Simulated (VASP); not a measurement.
```xyz
5
Lattice="-2.2798 2.9676 4.5937 2.2798 -2.9676 4.5937 2.2798 2.9676 -4.5937" Properties=species:S:1:pos:R:3 pbc="T T T"
Pt     0.0000     1.3671     4.5937
Pt     2.2798     1.6005     0.0000
Cd     0.0000     0.0000     0.0000
Sr     0.0000     2.9676     1.8370
Sr     2.2798     0.0000     2.7567
```

Calculation: LDA (Ceperley-Alder, Perdew-Zunger), VASP's LDA PAW potentials (set 64) (plane waves; VASP). Run with 300 eV cut-off, 5×5×5 Γ-centred mesh, Gaussian smearing of 0.050 eV, potentials Pt Cd Sr_sv.

Q: Give the energies of bands 17 to 30 at the high-symmetry points, in eV from the Fermi level.

A: 
```tsv
band	Γ	X	F2	Y0	R	W	S	T
17	-3.69	-3.48	-3.26	-3.56	-3.41	-3.27	-3.09	-3.15
18	-3.67	-3.40	-3.18	-3.27	-2.99	-2.94	-3.06	-2.96
19	-3.10	-2.93	-2.93	-3.04	-2.70	-2.91	-2.96	-2.88
20	-2.55	-2.74	-2.65	-2.71	-2.68	-2.87	-2.83	-2.87
21	-2.40	-2.73	-2.48	-2.66	-2.66	-2.84	-2.62	-2.79
22	-2.40	-2.66	-2.33	-2.64	-2.39	-2.44	-2.57	-2.69
23	-1.54	-2.49	-1.91	-2.53	-1.85	-2.38	-2.55	-2.40
24	-1.32	-1.67	-1.57	-2.02	-1.82	-2.29	-2.50	-2.22
25	-0.10	-1.49	-1.51	-1.97	-1.55	-2.18	-2.33	-2.19
26	0.39	-1.34	-0.48	-1.27	0.27	-1.15	0.07	-0.76
27	0.58	1.18	-0.19	1.33	0.44	-0.76	0.57	-0.52
28	0.96	1.70	0.75	2.04	0.82	1.39	1.69	0.91
29	1.05	2.63	1.46	2.19	1.33	1.43	2.14	0.94
30	1.77	2.79	1.69	3.10	1.34	1.75	2.85	2.25
```

It has no gap at this level: it comes out as a metal or semimetal.

The structure comes from a measured Sr2CdPt2 entry (Immm) of the Crystallography Open Database, whose conditions weren't checked. The cell was not relaxed at this level. The k-mesh is coarse (spacing up to 0.35 per Å, 2π included), so the numbers may not be converged in it.
